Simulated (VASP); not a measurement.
# C (Diamond): GW quasiparticle gap, part 3 of 4

How does the gap of C (Diamond) change from the starting functional to GW? The cell has space group Fd-3m. The start is a cell from a database of measured crystal structures.

VASP 6.6.1, plane waves and PAW; the level of theory is named at each step.

So far, gap on the k-mesh (eV): step 2 (ground state) 4.13.

**4. evGW0 (continued)**

Level of this step: evGW0 on LDA; plane waves and PAW (C_GW) (VASP).

OUTCAR, selected parts (step 4):

```text
 Found     35 irreducible k-points:

   k-points           NKPTS =     35   k-points in BZ     NKDIM =    729   number of bands    NBANDS=     64

   NELECT =       8.0000    total number of electrons

 E-fermi :  11.8223

 QP shifts <psi_nk| G(iteration)W_0 |psi_nk>: iteration 1
 for sc-GW calculations column KS-energies equals QP-energies in previous step
 and V_xc(KS)=  KS-energies - (<T + V_ion + V_H > + <T+V_H+V_ion>^1  + <V_x>^1)
 k-point   1 :       0.0000    0.0000    0.0000
  band No.  KS-energies  QP-energies   sigma(KS)   V_xc(KS)     V^pw_x(r,r')   Z            occupation Imag(sigma)
      1     -11.5540     -13.1768     -16.9303     -14.7771     -25.3287       0.7536       2.0000       1.4607
      2       9.7588       9.3080     -17.5336     -16.9880     -19.0440       0.8262       2.0000       0.0741
      3       9.7588       9.3080     -17.5336     -16.9880     -19.0440       0.8262       2.0000       0.0741
      4       9.7588       9.3080     -17.5336     -16.9880     -19.0440       0.8262       2.0000       0.0741
      5      15.3054      16.5987     -14.2117     -15.7851      -9.4061       0.8220       0.0000      -0.0984
      6      15.3054      16.5987     -14.2117     -15.7851      -9.4061       0.8220       0.0000      -0.0984
      7      15.3054      16.5987     -14.2117     -15.7851      -9.4061       0.8220       0.0000      -0.0984
      8      23.3128      24.2145     -15.0909     -16.2645      -7.7045       0.7684       0.0000      -0.2598
    ...

 k-point   2 :       0.1111    0.0000    0.0000
  band No.  KS-energies  QP-energies   sigma(KS)   V_xc(KS)     V^pw_x(r,r')   Z            occupation Imag(sigma)
      1     -11.2131     -12.8233     -16.9303     -14.8009     -25.2418       0.7562       2.0000       1.4150
      2       7.7910       7.1767     -17.2450     -16.4943     -19.2524       0.8183       2.0000       0.0899
      3       9.2277       8.7497     -17.4292     -16.8494     -19.0642       0.8244       2.0000       0.0777
      4       9.2277       8.7497     -17.4292     -16.8494     -19.0642       0.8244       2.0000       0.0777
      5      16.0058      17.3370     -14.3081     -15.9314      -9.3118       0.8201       0.0000      -0.1052
      6      16.0058      17.3370     -14.3081     -15.9314      -9.3118       0.8201       0.0000      -0.1052
      7      16.4121      17.6675     -14.4429     -15.9768      -9.4201       0.8184       0.0000      -0.1076
      8      23.5460      24.5366     -14.9393     -16.2306      -7.5039       0.7672       0.0000      -0.2674
    ...

 k-point   3 :       0.2222    0.0000    0.0000
  band No.  KS-energies  QP-energies   sigma(KS)   V_xc(KS)     V^pw_x(r,r')   Z            occupation Imag(sigma)
      1     -10.1968     -11.7542     -16.9402     -14.8764     -24.9869       0.7547       2.0000       1.2773
      2       4.1783       3.2458     -17.0987     -15.9334     -20.2935       0.8003       2.0000       0.1418
      3       8.2515       7.6965     -17.3732     -16.6964     -19.3285       0.8200       2.0000       0.0870
      4       8.2515       7.6965     -17.3732     -16.6964     -19.3285       0.8200       2.0000       0.0870
      5      17.2377      18.6428     -14.2751     -15.9986      -8.8757       0.8152       0.0000      -0.1209
      6      17.2377      18.6428     -14.2751     -15.9986      -8.8757       0.8152       0.0000      -0.1209
      7      17.7249      18.8514     -14.4944     -15.8789      -9.0459       0.8136       0.0000      -0.1257
      8      24.1671      25.3851     -14.4093     -15.9902      -6.8586       0.7705       0.0000      -0.2880
    ...

 QP shifts <psi_nk| G(iteration)W_0 |psi_nk>: iteration 2
 k-point   1 :       0.0000    0.0000    0.0000
  band No. old QP-enery  QP-energies   sigma(KS)   T+V_ion+V_H  V^pw_x(r,r')   Z            occupation Imag(sigma)
      1     -13.1768     -13.5141     -16.8468       3.2230     -25.3287       0.7546       2.0000       1.5544
      2       9.3080       9.2702     -17.4843      26.7468     -19.0440       0.8302       2.0000       0.0756
      3       9.3080       9.2702     -17.4843      26.7468     -19.0440       0.8302       2.0000       0.0756
      4       9.3080       9.2702     -17.4843      26.7468     -19.0440       0.8302       2.0000       0.0756
      5      16.5987      16.7507     -14.3074      31.0905      -9.4061       0.8246       0.0000      -0.1029
      6      16.5987      16.7507     -14.3074      31.0905      -9.4061       0.8246       0.0000      -0.1029
      7      16.5987      16.7507     -14.3074      31.0905      -9.4061       0.8246       0.0000      -0.1029
      8      24.2145      24.4395     -15.0716      39.5773      -7.7045       0.7726       0.0000      -0.2508
    ...

 QP shifts <psi_nk| G(iteration)W_0 |psi_nk>: iteration 3
 k-point   1 :       0.0000    0.0000    0.0000
  band No. old QP-enery  QP-energies   sigma(KS)   T+V_ion+V_H  V^pw_x(r,r')   Z            occupation Imag(sigma)
      1     -13.5141     -13.5811     -16.8259       3.2230     -25.3287       0.7546       2.0000       1.5828
      2       9.2702       9.2671     -17.4802      26.7468     -19.0440       0.8310       2.0000       0.0757
      3       9.2702       9.2671     -17.4802      26.7468     -19.0440       0.8310       2.0000       0.0757
      4       9.2702       9.2671     -17.4802      26.7468     -19.0440       0.8310       2.0000       0.0757
      5      16.7507      16.7711     -14.3150      31.0905      -9.4061       0.8249       0.0000      -0.1032
      6      16.7507      16.7711     -14.3150      31.0905      -9.4061       0.8249       0.0000      -0.1032
      7      16.7507      16.7711     -14.3150      31.0905      -9.4061       0.8249       0.0000      -0.1032
      8      24.4395      24.4801     -15.0853      39.5773      -7.7045       0.7730       0.0000      -0.2530
    ...

 QP shifts <psi_nk| G(iteration)W_0 |psi_nk>: iteration 4
 k-point   1 :       0.0000    0.0000    0.0000
  band No. old QP-enery  QP-energies   sigma(KS)   T+V_ion+V_H  V^pw_x(r,r')   Z            occupation Imag(sigma)
      1     -13.5811     -13.5936     -16.8207       3.2230     -25.3287       0.7547       2.0000       1.5898
      2       9.2671       9.2669     -17.4799      26.7468     -19.0440       0.8311       2.0000       0.0757
      3       9.2671       9.2669     -17.4799      26.7468     -19.0440       0.8311       2.0000       0.0757
      4       9.2671       9.2669     -17.4799      26.7468     -19.0440       0.8311       2.0000       0.0757
      5      16.7711      16.7741     -14.3157      31.0905      -9.4061       0.8250       0.0000      -0.1032
      6      16.7711      16.7741     -14.3157      31.0905      -9.4061       0.8250       0.0000      -0.1032
      7      16.7711      16.7741     -14.3157      31.0905      -9.4061       0.8250       0.0000      -0.1032
      8      24.4801      24.4869     -15.0884      39.5773      -7.7045       0.7726       0.0000      -0.2536
    ...

[... 8 parts as in an earlier step ...]

[... 26 further parts left out ...]
```

This step gave:

```yaml
quasiparticle_gap_on_the_mesh: 5.620 eV
smallest_direct_quasiparticle_gap_on_the_mesh: 7.507 eV
gap_of_the_starting_orbitals_on_the_mesh: 4.127 eV
```

QP gap by iteration, by row:

```tsv
iteration	gap (eV)	direct gap (eV)
1	5.444	7.291
2	5.598	7.481
3	5.617	7.504
4	5.62	7.507
```

GW takes the gap from 4.127 to 5.620 eV. The value holds for 64 bands, ENCUTGW = 180 eV and this mesh, and isn't shown to be converged in them.

**5. Orbitals for another starting point**

This step: LDA; plane waves and PAW (C_GW) (VASP 6.6.1).

A hybrid converges faster from good orbitals, so a cheap LDA run writes WAVECAR first.

The input, INCAR:

```
SYSTEM = C
PREC = Accurate
ENCUT = 440
EDIFF = 1E-05
NELM = 100
ISMEAR = 0
SIGMA = 0.01
LREAL = .FALSE.
ALGO = Normal
GGA = CA
NBANDS = 10
LORBIT = 11
LWAVE = .TRUE.
LCHARG = .FALSE.
KPAR = 4
```

The input, POSCAR:

```
C
1.0
    0.0000000000      1.7833700000      1.7833700000
    1.7833700000      0.0000000000      1.7833700000
    1.7833700000      1.7833700000      0.0000000000
C
2
Direct
    0.7500000000      0.7500000000      0.7500000000
    0.5000000000      0.5000000000      0.5000000000
```

The input, KPOINTS:

```
Automatic mesh
0
Gamma
9 9 9
0 0 0
```

PAW data sets: C_GW (LDA family, release 64).

Command:

```sh
mpirun -np 4 vasp_std
```

What it wrote:

```text
[... set-up lines as in an earlier step ...]
 entering main loop
       N       E                     dE             d eps       ncg     rms          rms(c)
[... 8 cycles as in an earlier step ...]
DAV:   9    -0.202256812783E+02   -0.64798E-05   -0.20690E-05   802   0.455E-02
   1 F= -.20225681E+02 E0= -.20225681E+02  d E =0.000000E+00
 writing wavefunctions
```

Elapsed: 2.6 s, on 4 MPI ranks of Intel Xeon Platinum 8375C at 2.90GHz (Ice Lake), shared host; peak memory 0.39 GiB.

From OUTCAR (step 5):

```text
   NELECT =       8.0000    total number of electrons

 E-fermi :   9.9596

 k-point     1 :       0.0000    0.0000    0.0000
  band No.  band energies     occupation
      1     -11.5545      2.00000
      2       9.7583      2.00000
      3       9.7583      2.00000
      4       9.7583      2.00000
      5      15.3050      0.00000
      6      15.3050      0.00000
      7      15.3050      0.00000
      8      23.3118      0.00000
      9      28.7646      0.00000
    ...

  Total       -1.2927721     -1.2927721     -1.2927721     -0.0000000     -0.0000000      0.0000000
  in kB     -182.5905035   -182.5905035   -182.5905035     -0.0000000     -0.0000000      0.0000000
  external PRESSURE =    -182.5905035 kB  Pullay stress =       0.0000000 kB

 POSITION                                       TOTAL-FORCE (eV/Angst)
 -----------------------------------------------------------------------------------
      2.67505      2.67505      2.67505         0.000000      0.000000      0.000000
      1.78337      1.78337      1.78337        -0.000000     -0.000000     -0.000000
 -----------------------------------------------------------------------------------
    total drift:                                0.000000     -0.000000      0.000000

  FREE ENERGIE OF THE ION-ELECTRON SYSTEM (eV)
  ---------------------------------------------------
  free  energy   TOTEN  =       -20.2256812783 eV

  energy  without entropy=      -20.2256812783  energy(sigma->0) =      -20.22568128

[... 10 parts as in an earlier step ...]

[... 7 further parts left out ...]
```

This step gave:

```
pressure : -18.26 GPa
```

The run ends at a pressure of -18.26 GPa.

**6. Another starting point**

This step: HSE06; plane waves and PAW (C_GW) (VASP 6.6.1).

To see how much the result owes to its start, the ground state is made again with HSE06. EDIFF is tight for accurate orbitals, and a narrow smearing avoids fractional occupations.

The input, INCAR:

```
SYSTEM = C
PREC = Accurate
ENCUT = 440
EDIFF = 1E-08
NELM = 100
ISMEAR = 0
SIGMA = 0.01
LREAL = .FALSE.
ALGO = Normal
LHFCALC = .TRUE.
AEXX = 0.25
GGA = PE
HFSCREEN = 0.2
LASPH = .TRUE.
NBANDS = 10
PRECFOCK = Fast
LORBIT = 11
LWAVE = .TRUE.
LCHARG = .FALSE.
KPAR = 4
```

POSCAR is that of step 5.

KPOINTS is that of step 5.

The WAVECAR or CHGCAR of an earlier step is read.

Command:

```sh
mpirun -np 4 vasp_std
```

What it wrote:

```text
[banner, memory and clock lines left out]
running    4 mpi-ranks, on    1 nodes
 distrk:  each k-point on    1 cores,    4 groups
 distr:  one band on    1 cores,    1 groups

 POSCAR found type information on POSCAR C
 POSCAR found :  1 types and       2 ions
|                                                                             |
|               ----> ADVICE to this user running VASP <----                  |
|                                                                             |
|     You enforced a specific xc type in the INCAR file but a different       |
|     [... a line on the potential file left out ...]
|     I HOPE YOU KNOW WHAT YOU ARE DOING!                                     |
|                                                                             |

 LDA part: xc-table for (Slater+PW92), standard interpolation
 found WAVECAR, reading the header
 POSCAR, INCAR and KPOINTS ok, starting setup
 FFT: planning ... GRIDC
 FFT: planning ... GRID_SOFT
 FFT: planning ... GRID
 reading WAVECAR
 the WAVECAR file was read successfully
 initial charge from wavefunction
 entering main loop
       N       E                     dE             d eps       ncg     rms          rms(c)
DAV:   1    -0.211055660021E+02   -0.21106E+02   -0.65759E-01   910   0.117E+01    0.497E-01
DAV:   2    -0.211081754931E+02   -0.26095E-02   -0.54972E-03   792   0.642E-01    0.322E-01
DAV:   3    -0.211074098600E+02    0.76563E-03   -0.33074E-04   816   0.217E-01    0.188E-01
DAV:   4    -0.211071634351E+02    0.24642E-03   -0.89145E-05   946   0.130E-01    0.110E-01
DAV:   5    -0.211070856584E+02    0.77777E-04   -0.25732E-05   988   0.708E-02    0.640E-02
DAV:   6    -0.211070620710E+02    0.23587E-04   -0.75761E-06   978   0.383E-02    0.375E-02
DAV:   7    -0.211070550875E+02    0.69835E-05   -0.24103E-06   940   0.214E-02    0.220E-02
DAV:   8    -0.211070533150E+02    0.17725E-05   -0.76830E-07   882   0.117E-02    0.130E-02
DAV:   9    -0.211070529427E+02    0.37235E-06   -0.27285E-07   896   0.685E-03    0.768E-03
DAV:  10    -0.211070529915E+02   -0.48841E-07   -0.98667E-08   848   0.403E-03    0.455E-03
DAV:  11    -0.211070530464E+02   -0.54911E-07   -0.36772E-08   754   0.243E-03    0.270E-03
DAV:  12    -0.211070531332E+02   -0.86784E-07   -0.12130E-08   468   0.137E-03    0.161E-03
DAV:  13    -0.211070531900E+02   -0.56760E-07   -0.64151E-09   380   0.822E-04    0.960E-04
DAV:  14    -0.211070532250E+02   -0.35011E-07   -0.20486E-09   368   0.465E-04    0.576E-04
DAV:  15    -0.211070532472E+02   -0.22239E-07   -0.76575E-10   368   0.282E-04    0.348E-04
DAV:  16    -0.211070532599E+02   -0.12637E-07   -0.29558E-10   368   0.182E-04    0.211E-04
DAV:  17    -0.211070532674E+02   -0.75995E-08   -0.12038E-10   362   0.114E-04
   1 F= -.21107053E+02 E0= -.21107053E+02  d E =-.128747E-54
 writing wavefunctions
```

The job ended after 3.1 min (4 MPI ranks; peak memory 0.81 GiB; 12 min of CPU time).

OUTCAR, selected parts (step 6):

```text
   k-points           NKPTS =     35   k-points in BZ     NKDIM =    729   number of bands    NBANDS=     10

   NELECT =       8.0000    total number of electrons

  exchange ACFDT corr.  =         0.00000000  see jH, gK, PRB 81, 115126

 E-fermi :   9.4678

 k-point     1 :       0.0000    0.0000    0.0000
  band No.  band energies     occupation
      1     -14.1690      2.00000
      2       9.3602      2.00000
      3       9.3602      2.00000
      4       9.3602      2.00000
      5      16.3530      0.00000
      6      16.3530      0.00000
      7      16.3530      0.00000
      8      24.5997      0.00000
      9      30.2261      0.00000
    ...

 POSITION                                       TOTAL-FORCE (eV/Angst)
 -----------------------------------------------------------------------------------
      2.67505      2.67505      2.67505         0.000000      0.000000      0.000000
      1.78337      1.78337      1.78337        -0.000000     -0.000000     -0.000000
 -----------------------------------------------------------------------------------
    total drift:                               -0.000000      0.000000     -0.000000

  FREE ENERGIE OF THE ION-ELECTRON SYSTEM (eV)
  ---------------------------------------------------
  free  energy   TOTEN  =       -21.1070532674 eV

  energy  without entropy=      -21.1070532674  energy(sigma->0) =      -21.10705327

[... 8 parts as in an earlier step ...]

[... 8 further parts left out ...]
```

The PAW data sets were made with LDA, a small mismatch for this functional.

This step gave:

* free energy (TOTEN): -21.11 eV
* Fermi energy: 9.468 eV
* gap on the k-mesh: 5.332 eV
* least direct gap on the k-mesh: 6.993 eV

**7. Empty bands, functional HSE06**

The next step needs empty bands that the ground-state run didn't converge, so the Hamiltonian is diagonalised exactly for NBANDS bands, in a single step. LOPTICS writes the k-derivatives of the orbitals (WAVEDER), which give the long-wavelength limit of the screening.

The input, INCAR:

```
SYSTEM = C
PREC = Accurate
ENCUT = 440
ISMEAR = 0
SIGMA = 0.01
LREAL = .FALSE.
LHFCALC = .TRUE.
AEXX = 0.25
GGA = PE
HFSCREEN = 0.2
LASPH = .TRUE.
NBANDS = 64
PRECFOCK = Fast
ALGO = Exact
NELM = 1
LWAVE = .TRUE.
LCHARG = .FALSE.
LOPTICS = .TRUE.
NEDOS = 1000
CSHIFT = 0.1
```

POSCAR is that of step 6.

KPOINTS is that of step 6.

The run starts from files that an earlier step left in the folder.

Command:

```sh
mpirun -np 4 vasp_std
```

What it wrote:

```text
[banner, memory and clock lines left out]
running    4 mpi-ranks, on    1 nodes
[...]
[... a notice as in an earlier step ...]

 LDA part: xc-table for (Slater+PW92), standard interpolation
 found WAVECAR, reading the header
  number of bands has changed, file:    10 present:    64
  trying to continue reading WAVECAR, but it might fail
 POSCAR, INCAR and KPOINTS ok, starting setup
[...]
reading WAVECAR
 random initialization beyond band           10
 the WAVECAR file was read successfully
 initial charge from wavefunction
 entering main loop
       N       E                     dE             d eps       ncg     rms          rms(c)
DIA:   1    -0.211070532772E+02   -0.21107E+02    0.00000E+00     0   0.000E+00
   1 F= -.21107053E+02 E0= -.21107053E+02  d E =-.276799-113
 writing wavefunctions
 optical routines
 imaginary and real dielectric function
 recalculating local potential from charge density
 direction            1
 direction            2
 direction            3
```

Run time: 5.6 min. Hardware: 4 MPI ranks; peak memory 0.93 GiB.

OUTCAR, selected parts (step 7):

```text
  FREE ENERGIE OF THE ION-ELECTRON SYSTEM (eV)
  ---------------------------------------------------
  free  energy   TOTEN  =       -21.1070532772 eV

  energy  without entropy=      -21.1070532772  energy(sigma->0) =      -21.10705328

[... 3 parts as in an earlier step ...]

[... 1 further part left out ...]
[key lines of the parts left out:]
E-fermi :   9.5186
```

(Part 3 of 4 ends here.)

[Lines on the potential files, build, host, timing and source positions are cut from VASP's logs without a mark.]

[Logs are printed without paths, hosts, clocks, repeated set-up lines and the standing remarks that a program may print on its own settings, such as how far it seeks lower states.]

[Hosts, paths, dates, database ids (printed as entryN), source tags and the programs' standing remarks are cut or masked in the printed files.]

[Measured values are set beside computed ones only where the two were judged alike; some that the calculation misses by far are left out.]

[Pressures printed for these runs are not shown converged in the cutoff: they can be off by several GPa and have the wrong sign.]
